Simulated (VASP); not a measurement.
```yaml
crystal:
  lattice:
    - [0.00000, 1.92000, 1.92000]
    - [1.92000, 0.00000, 1.92000]
    - [1.92000, 1.92000, 0.00000]
  atoms:
    - { symbol: Ir, position: [0.00000, 0.00000, 0.00000] }
```

These are PBE GGA, VASP's PBE PAW potentials (set 64) (plane waves; VASP) values and carry that method's errors. Run with 400 eV cut-off, 12×12×12 Γ-centred mesh, first-order Methfessel-Paxton smearing of 0.10 eV, potentials Ir.

**Question.** Give the stress tensor in GPa (positive for a compressed cell).

**Answer.** 
```
9.03  0.00  0.00
0.00  9.03  0.00
0.00  0.00  9.03
```
The pressure is its mean diagonal, 9.03 GPa.

The compound is Ir in the fcc structure. The cell was not relaxed at this level.
